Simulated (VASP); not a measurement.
Here is the system:

```
CELL_PARAMETERS angstrom
      4.12000     0.00000     0.00000
      0.00000     4.12000     0.00000
      0.00000     0.00000     4.12000
ATOMIC_POSITIONS crystal
  Cs 0.00000 0.00000 0.00000
  Cl 0.50000 0.50000 0.50000
```

Method: vdW-DF-cx, VASP's PBE PAW potentials (set 64) (plane waves; VASP). Numerical set-up: 520 eV cut-off, 6×6×6 Γ-centred mesh, Gaussian smearing of 0.050 eV, potentials Cs_sv Cl.

Energy and stress use the plane-wave basis of the starting cell.

**Question.** The ions, cell shape and volume are relaxed. Which structure does the run end with?

**Answer.** 
```
CELL_PARAMETERS angstrom
      4.08413     0.00000     0.00000
      0.00000     4.08413     0.00000
      0.00000     0.00000     4.08413
ATOMIC_POSITIONS crystal
  Cs 0.00000 0.00000 0.00000
  Cl 0.50000 0.50000 0.50000
```
Space group Pm-3m (221), at a tolerance of 0.03 Å.

**Question.** How do energy and volume change from the first to the last step?

**Answer.** The energy (σ→0) changes by -1.5 meV/atom and the volume by -2.6 %, in 3 ionic steps.

| step | E(σ→0) (eV) | max force (eV/Å) | pressure (GPa) | volume (Å³) |
|---|---|---|---|---|
| 1 | -2.1920 | 0.000 | -0.48 | 69.93 |
| 2 | -2.1943 | 0.000 | -0.22 | 68.88 |
| 3 | -2.1950 | 0.000 | -0.03 | 68.12 |

The compound is CsCl in the CsCl type structure. This run relaxes it. Symmetry was kept, so distortions that lower it aren't found.
